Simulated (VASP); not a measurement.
# LuNiC2 with PBEsol + U: from relaxation to properties, part 11 of 11

What structure does LuNiC2 take at this level, and what are its properties? Left out of this account: 1 further run (optics: it diverged and was aborted). The start is a computed cell from the Materials Project.

VASP 6.6.1, plane waves and PAW; the level of theory is named at each step.

Still holding for the runs below: The data set Lu_3 holds the 4f electrons frozen in the core, so no f bands or f moments appear. This run allows spin, but its moments start at zero, where symmetry between the spins tends to hold them, although Ni can carry a moment. Its electron count is odd, so without a moment it is a metal by construction. The k-mesh is coarse for a metal.

So far. Step 17 (Volume scan with PBEsol + U, volume scale 1.04): The run ends at a pressure of -7.79 GPa, with forces up to 0.49 eV/Å.

### 18. Volume scan with PBEsol + U, volume scale 1.06

Level of this step: PBEsol, DFT+U (Ni d 4 eV), zero-moment start, 4f electrons in the core; plane waves and PAW (Lu_3, Ni, C) (VASP).

A prediction first. A parabola through the 6 pressures of evenly scaled cells so far, P = 0.05 -216.2 t +452 t² GPa with t = ln(V/V₁) and V₁ the volume at scale 1, gives -11.02 GPa at t = +0.0583.

Input file INCAR:

```
SYSTEM = LuNiC2
PREC = Accurate
ENCUT = 520
EDIFF = 1E-06
NELM = 100
ISMEAR = 0
SIGMA = 0.05
LREAL = .FALSE.
ALGO = Normal
GGA = PS
NBANDS = 21
ISPIN = 2
MAGMOM = -0 -0 -0 -0
LDAU = .TRUE.
LDAUTYPE = 2
LDAUL = -1 2 -1
LDAUU = 0 4 0
LDAUJ = 0 0 0
LDAUPRINT = 1
LASPH = .TRUE.
LMAXMIX = 4
LORBIT = 11
LWAVE = .FALSE.
LCHARG = .FALSE.
KPAR = 8
ISIF = 2
```

Input file POSCAR:

```
LuNiC2
1.0
    3.4486483217      0.0000000000      0.0000000000
    0.0000000000      2.2573281488      2.9759137256
    0.0000000000     -2.2573281488      2.9759137256
Lu Ni C
1 1 2
Direct
    0.0000000000      0.9986368302      0.9986368302
    0.5000000000      0.3902141072      0.3902141072
    0.5000000000      0.8536986526      0.5424514199
    0.5000000000      0.5424514199      0.8536986526
```

Input file KPOINTS:

```
Automatic mesh
0
Gamma
6 6 6
0 0 0
```

PAW data sets: Lu_3, Ni and C (PBE family, release 64).

The run is started by

```bash
> mpirun -np 8 vasp_std
```

Log:

```text
[... set-up lines as in an earlier step ...]
 entering main loop
       N       E                     dE             d eps       ncg     rms          rms(c)
DAV:   1     0.131168205149E+03    0.13117E+03   -0.12328E+04  6457   0.153E+03
DAV:   2    -0.219006551835E+02   -0.15307E+03   -0.14576E+03  7076   0.518E+02
DAV:   3    -0.331282161274E+02   -0.11228E+02   -0.11043E+02  7248   0.112E+02
DAV:   4    -0.333669850302E+02   -0.23877E+00   -0.23774E+00  6596   0.121E+01
[...]
DAV:  14    -0.295439378114E+02    0.91052E-05   -0.47992E-05  6964   0.823E-02    0.261E-02
DAV:  15    -0.295439358691E+02    0.19424E-05   -0.46794E-06  4008   0.342E-02    0.573E-03
DAV:  16    -0.295439364406E+02   -0.57149E-06   -0.61422E-06  6344   0.261E-02
   1 F= -.29543936E+02 E0= -.29543014E+02  d E =-.184397E-02  mag=    -0.0000
```

Elapsed: 15 s, on 8 MPI ranks of Intel Xeon 6975P-C (Granite Rapids), shared host; peak memory 1.9 GiB; 96 s of CPU time.

OUTCAR, selected parts (step 18):

```text
  Total       -2.0379011     -4.2326051     -3.2222674      0.0000000      0.0000000      0.0000000
  in kB      -70.4692648   -146.3606732   -111.4238656      0.0000000      0.0000000      0.0000000
  external PRESSURE =    -109.4179345 kB  Pullay stress =       0.0000000 kB

 POSITION                                       TOTAL-FORCE (eV/Angst)
 -----------------------------------------------------------------------------------
      0.00000      0.00000      5.94371         0.000000     -0.000000     -0.026009
      1.72432      0.00000      2.32249         0.000000     -0.000000      0.070149
      1.72432      0.70259      4.15482         0.000000     -0.716050     -0.022070
      1.72432     -0.70259      4.15482         0.000000      0.716050     -0.022070
 -----------------------------------------------------------------------------------
    total drift:                                0.000000     -0.000000      0.000989

  FREE ENERGIE OF THE ION-ELECTRON SYSTEM (eV)
  ---------------------------------------------------
  free  energy   TOTEN  =       -29.5439364406 eV

  energy  without entropy=      -29.5420924730  energy(sigma->0) =      -29.54301446

 magnetization (x)
# of ion       s       p       d       tot
------------------------------------------
    1       -0.000  -0.000  -0.000  -0.000
    2       -0.000  -0.000  -0.000  -0.000
    3        0.000   0.000   0.000   0.000
    4        0.000   0.000   0.000   0.000
--------------------------------------------------
tot          0.000   0.000  -0.000  -0.000

[... 1 part as in an earlier step ...]

[... 2 further parts left out ...]
[key lines of the parts left out:]
E-fermi :   6.5440
```

The pressure falls from -7.79 to -10.94 GPa. The parabola predicted -11.02 GPa, -0.07 GPa off.

### 19. Side by side

Times are for 8 MPI ranks of Intel Xeon 6975P-C (Granite Rapids), shared host. The series side by side:

```csv
no.,volume scale,energy above the lowest point (meV/atom),pressure (GPa),time,memory (GiB)
1,0.94,29.36,15.18,15 s,1.9
2,0.96,12.58,9.595,16 s,1.9
3,0.98,3.04,4.568,17 s,1.8
4,1,0,0.04583,14 s,1.9
5,1.02,2.81,-3.968,16 s,1.9
6,1.04,10.89,-7.786,14 s,1.9
7,1.06,23.71,-10.94,15 s,1.9
```

### 20. Fit for PBEsol + U

This step: Birch-Murnaghan fit, PBEsol, DFT+U (Ni d 4 eV); plane waves and PAW (VASP 6.6.1).

No new run; the numbers come from the runs before.

This step gave:

```yaml
pressure_derivative_of_the_bulk_modulus: 4.288
r_m_s_error_of_the_fit: 1.72e-6 eV/atom
minimum_inside_the_sampled_range: yes
bulk_modulus: 214.3 GPa
equilibrium_volume_of_the_fit: 10.93 Å³/atom
```

The energy above the fitted minimum by volume:

```
volume (Å³/atom)  energy above the fitted minimum (eV/atom)
          10.272                                     0.0294
          10.491                                     0.0126
          10.709                                    0.00304
          10.928                                     1.4e-6
          11.146                                    0.00282
          11.365                                     0.0109
          11.583                                     0.0237
```

The fitted volume lies +0.00 % from the relaxed one. The atoms bear forces along the scan, since they were held; freeing them would lower the modulus.

### 21. Total energy, forces and stress (PBEsol + U), changed input

This step: PBEsol, DFT+U (Ni d 4 eV), zero-moment start, 4f electrons in the core; plane waves and PAW (Lu_3, Ni, C) (VASP 6.6.1).

A single point gives energy, forces and stress at these settings. Some settings are moved from the usual, to see what they do.

Changes to INCAR since step 18:

```diff
@@ -7,3 +7,3 @@
 SIGMA = 0.05
-LREAL = .FALSE.
+LREAL = Auto
 ALGO = Normal
@@ -26 +26,2 @@
 ISIF = 2
+ADDGRID = .TRUE.
```

Input file POSCAR:

```
LuNiC2
1.0
    3.3823116440      0.0000000000      0.0000000000
    0.0000000000      2.2139071804      2.9186703621
    0.0000000000     -2.2139071804      2.9186703621
Lu Ni C
1 1 2
Direct
    0.0000000000      0.9986368302      0.9986368302
    0.5000000000      0.3902141072      0.3902141072
    0.5000000000      0.8536986526      0.5424514199
    0.5000000000      0.5424514199      0.8536986526
```

KPOINTS is that of step 18.

The run is started by

```bash
> mpirun -np 8 vasp_std
```

Log:

```text
[banner, memory and clock lines left out]
running    8 mpi-ranks, on    1 nodes
 distrk:  each k-point on    1 cores,    8 groups
 distr:  one band on    1 cores,    1 groups

 POSCAR found type information on POSCAR LuNiC
 POSCAR found :  3 types and       4 ions
 [... a notice as in an earlier step ...]

|                                                                             |
|               ----> ADVICE to this user running VASP <----                  |
|                                                                             |
|     You have a (more or less) 'small supercell' and for smaller cells       |
|     it is recommended to use the reciprocal-space projection scheme!        |
|     The real-space optimization is not efficient for small cells and it     |
|     is also less accurate ...                                               |
|     Therefore, set LREAL=.FALSE. in the INCAR file.                         |
|                                                                             |

 [... a notice as in an earlier step ...]

 LDA part: xc-table for (Slater+PW92), standard interpolation
 POSCAR, INCAR and KPOINTS ok, starting setup
 FFT: planning ... GRIDC
 FFT: planning ... GRID_SOFT
 FFT: planning ... GRID
 WAVECAR not read
 entering main loop
       N       E                     dE             d eps       ncg     rms          rms(c)
DAV:   1     0.131842414515E+03    0.13184E+03   -0.12185E+04  6502   0.153E+03
DAV:   2    -0.225720521471E+02   -0.15441E+03   -0.14713E+03  7071   0.535E+02
DAV:   3    -0.335442442235E+02   -0.10972E+02   -0.10819E+02  7203   0.116E+02
DAV:   4    -0.337603651338E+02   -0.21612E+00   -0.21557E+00  6620   0.117E+01
DAV:   5    -0.337642898613E+02   -0.39247E-02   -0.39186E-02  6009   0.151E+00    0.352E+01
DAV:   6    -0.376215907225E+02   -0.38573E+01   -0.14565E+02  7138   0.146E+02    0.326E+01
DAV:   7    -0.295050434202E+02    0.81165E+01   -0.23575E+01  6240   0.104E+02    0.144E+01
DAV:   8    -0.297723217327E+02   -0.26728E+00   -0.41827E+00  7664   0.230E+01    0.107E+01
DAV:   9    -0.297140502200E+02    0.58272E-01   -0.27408E+00  6450   0.239E+01    0.297E+00
DAV:  10    -0.296437759383E+02    0.70274E-01   -0.26904E-01  6726   0.852E+00    0.126E+00
DAV:  11    -0.296392045756E+02    0.45714E-02   -0.32585E-02  7892   0.238E+00    0.361E-01
DAV:  12    -0.296393247201E+02   -0.12014E-03   -0.26113E-03  5562   0.385E-01    0.905E-02
DAV:  13    -0.296393087444E+02    0.15976E-04   -0.12099E-04  7816   0.115E-01    0.657E-02
DAV:  14    -0.296393064610E+02    0.22834E-05   -0.26122E-05  6346   0.517E-02    0.342E-02
DAV:  15    -0.296393046725E+02    0.17885E-05   -0.54211E-06  4511   0.340E-02    0.724E-03
DAV:  16    -0.296393050093E+02   -0.33674E-06   -0.44642E-06  5736   0.190E-02
   1 F= -.29639305E+02 E0= -.29638522E+02  d E =-.156516E-02  mag=     0.0000
```

The job ended after 40 s (8 MPI ranks; peak memory 2.5 GiB; 4.4 min of CPU time).

OUTCAR, selected parts (step 21):

```text
   NELECT =      27.0000    total number of electrons

atom =   2  type =  2  l = 2

 onsite density matrix

spin component  1

spin component  2

 occupancies and eigenvectors

  o =  0.7618  v =  0.0000  0.0000  0.0000  0.0000  0.0000  0.0000  1.0000  0.0000  0.0000  0.0000      0.0000  0.0000  0.0000  0.0000  0.0000  0.0000  0.0000  0.0000  0.0000  0.0000
  o =  0.7618  v =  0.0000  1.0000  0.0000  0.0000  0.0000  0.0000  0.0000  0.0000  0.0000  0.0000      0.0000  0.0000  0.0000  0.0000  0.0000  0.0000  0.0000  0.0000  0.0000  0.0000
  o =  0.8804  v =  0.0000  0.0000  0.0000  0.0000  0.0000  0.0000  0.0000 -0.6422  0.0000  0.7665      0.0000  0.0000  0.0000  0.0000  0.0000  0.0000  0.0000  0.0000  0.0000  0.0000
  o =  0.8804  v =  0.0000  0.0000 -0.6421  0.0000  0.7666  0.0000  0.0000  0.0000  0.0000  0.0000      0.0000  0.0000  0.0000  0.0000  0.0000  0.0000  0.0000  0.0000  0.0000  0.0000
  o =  0.8809  v =  0.0000  0.0000  0.0000  0.0000  0.0000  1.0000  0.0000  0.0000  0.0000  0.0000      0.0000  0.0000  0.0000  0.0000  0.0000  0.0000  0.0000  0.0000  0.0000  0.0000
  o =  0.8809  v =  1.0000  0.0000  0.0000  0.0000  0.0000  0.0000  0.0000  0.0000  0.0000  0.0000      0.0000  0.0000  0.0000  0.0000  0.0000  0.0000  0.0000  0.0000  0.0000  0.0000
  o =  0.9094  v =  0.0000  0.0000 -0.7666  0.0000 -0.6421  0.0000  0.0000  0.0000  0.0000  0.0000      0.0000  0.0000  0.0000  0.0000  0.0000  0.0000  0.0000  0.0000  0.0000  0.0000
  o =  0.9094  v =  0.0000  0.0000  0.0000  0.0000  0.0000  0.0000  0.0000  0.7665  0.0000  0.6422      0.0000  0.0000  0.0000  0.0000  0.0000  0.0000  0.0000  0.0000  0.0000  0.0000
  o =  0.9320  v =  0.0000  0.0000  0.0000  0.0000  0.0000  0.0000  0.0000  0.0000 -1.0000  0.0000      0.0000  0.0000  0.0000  0.0000  0.0000  0.0000  0.0000  0.0000  0.0000  0.0000
  o =  0.9320  v =  0.0000  0.0000  0.0000 -1.0000  0.0000  0.0000  0.0000  0.0000  0.0000  0.0000      0.0000  0.0000  0.0000  0.0000  0.0000  0.0000  0.0000  0.0000  0.0000  0.0000

 E-fermi :   7.0836

 spin component 1
 k-point     1 :       0.0000    0.0000    0.0000
  band No.  band energies     occupation
    ...
      9       3.0057      1.00000
     10       3.6468      1.00000
     11       3.9456      1.00000
     12       4.7167      1.00000
     13       5.3358      1.00000
     14       7.4195      0.00000
     15       7.4632      0.00000
     16       9.1907      0.00000
     17      11.2416      0.00000
     18      11.4487      0.00000
    ...

 k-point     2 :       0.1667    0.0000    0.0000
  band No.  band energies     occupation
    ...
      9       3.4925      1.00000
     10       3.5609      1.00000
     11       3.9967      1.00000
     12       4.4762      1.00000
     13       5.5087      1.00000
     14       7.1264      0.11319
     15       8.1493      0.00000
     16       8.3538      0.00000
     17      10.2630      0.00000
     18      12.3567      0.00000
    ...

  Total        0.0134896     -0.0074348      0.0163504      0.0000000      0.0000000      0.0000000
  in kB        0.4944479     -0.2725159      0.5993086      0.0000000      0.0000000      0.0000000
  external PRESSURE =       0.2737469 kB  Pullay stress =       0.0000000 kB

 POSITION                                       TOTAL-FORCE (eV/Angst)
 -----------------------------------------------------------------------------------
      0.00000      0.00000      5.82938         0.000000      0.000000      0.008231
      1.69116      0.00000      2.27781         0.000000      0.000000      0.004486
      1.69116      0.68907      4.07490         0.000000      0.001529     -0.006358
      1.69116     -0.68907      4.07490         0.000000     -0.001529     -0.006358
 -----------------------------------------------------------------------------------
    total drift:                                0.000000     -0.000000     -0.009803

  FREE ENERGIE OF THE ION-ELECTRON SYSTEM (eV)
  ---------------------------------------------------
  free  energy   TOTEN  =       -29.6393050093 eV

  energy  without entropy=      -29.6377398526  energy(sigma->0) =      -29.63852243

 magnetization (x)
# of ion       s       p       d       tot
------------------------------------------
    1        0.000   0.000   0.000   0.000
    2       -0.000  -0.000   0.000   0.000
    3       -0.000  -0.000   0.000  -0.000
    4       -0.000  -0.000   0.000  -0.000
--------------------------------------------------
tot         -0.000   0.000   0.000   0.000

[... 10 parts as in an earlier step ...]

[... 12 further parts left out ...]
```

Numbers from this step:

```
free energy (TOTEN)     : -29.64 eV
energy at zero smearing : -29.64 eV
Fermi energy            : 7.084 eV
pressure                : 0.02737 GPa
```

Against the sound run “volume scan with PBEsol + U”, the energy at zero smearing moves by -0.2 meV an atom, the pressure by -0.02 GPa and the Fermi level by +0.00 eV.

### 22. Summary of results

- relaxed volume: 10.93 Å³/atom
- relaxed conventional cell a, b, c: 3.382, 4.428, 5.837 Å
- space group after relaxing, within 0.02 Å: Amm2 (No. 38)
- moment of the cell: 0 μB
- band gap: none, a metal
- DOS at the Fermi level: 0.950 states/eV/cell
- bulk modulus from the fit: 214 GPa
- volume from the fit: 10.9 Å³/atom

In words: With PBEsol + U, LuNiC2 relaxes to 10.93 Å³/atom in space group Amm2 (held by the symmetry of the run), comes out as a metal and has a bulk modulus of 214 GPa at fixed shape and positions, an upper bound. At PBEsol + U the magnetic starts gave no state below the non-magnetic one; other levels were not tested for magnetism. Bands along the symmetry lines (PBEsol + U): Of the bands kept, 1 crosses the Fermi level on this path. Spin-orbit coupling is left out, and with elements this heavy it would split and shift bands near the Fermi level. The k-sampling is coarse for a metal, so the Fermi level, pressures and the shape of the cell carry errors. With an odd electron count and no spin the cell is a metal by construction. In such a metal, moments, volume and the states at the Fermi level hinge on the chosen U. No search among competing phases was made, and a listed structure need not be the one stable at ambient conditions. All values are for a static lattice at zero temperature.

[Lines on the potential files, build, host, timing and source positions are cut from VASP's logs without a mark.]

[Logs are printed without paths, hosts, clocks, repeated set-up lines and the standing remarks that a program may print on its own settings, such as how far it seeks lower states.]

[Hosts, paths, dates, database ids (printed as entryN), source tags and the programs' standing remarks are cut or masked in the printed files.]

[A measured line is paired with the nearest computed mode of its activity, which favours agreement.]

[In band tables of VASP the shares of atoms and orbitals are scaled to a sum of 1 inside the atoms' spheres.]
